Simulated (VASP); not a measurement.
A run of VASP 6.6.1:

Contents of INCAR:

```
PREC = Accurate
ENCUT = 520
EDIFF = 1E-7
ISMEAR = 0
SIGMA = 0.02
LREAL = False
LASPH = True
NELM = 100
ALGO = Normal
ISIF = 3
LWAVE = False
LCHARG = False
IBRION = 2
NSW = 80
EDIFFG = -0.002
```

KPOINTS

```
regular mesh
0
Gamma
  10 10 10
```

Contents of POSCAR:

```
ZnS                                     
1.0
   -0.0000000000      2.6509237214      2.6509237214
    2.6509237214      0.0000000000      2.6509237214
    2.6509237214      2.6509237214      0.0000000000
  Zn              S             
     1     1
Direct
     0.2500000000000000    0.2500000000000000    0.2500000000000000
     0.0000000000000000    0.0000000000000000    0.0000000000000000
```

Potentials or basis: VASP PAW LDA potentials, release 64 (Zn, S).

Launch:

```console
$ cat potpaw_LDA.64/Zn/POTCAR potpaw_LDA.64/S/POTCAR > POTCAR
$ mpirun -np 1 vasp_std > vasp.out
```

Hardware: 1 thread of Intel(R) Xeon(R) Platinum 8259CL CPU @ 2.50GHz (Skylake/Cascade Lake), on a shared host.

Task: How long does it take, and how much memory?

Result: Wall time 16 s on 1 thread of Intel(R) Xeon(R) Platinum 8259CL CPU @ 2.50GHz (Skylake/Cascade Lake), with other jobs on the host, peak memory 0.15 GiB. Counts: scf iterations 13, k points 47, ion steps 1.
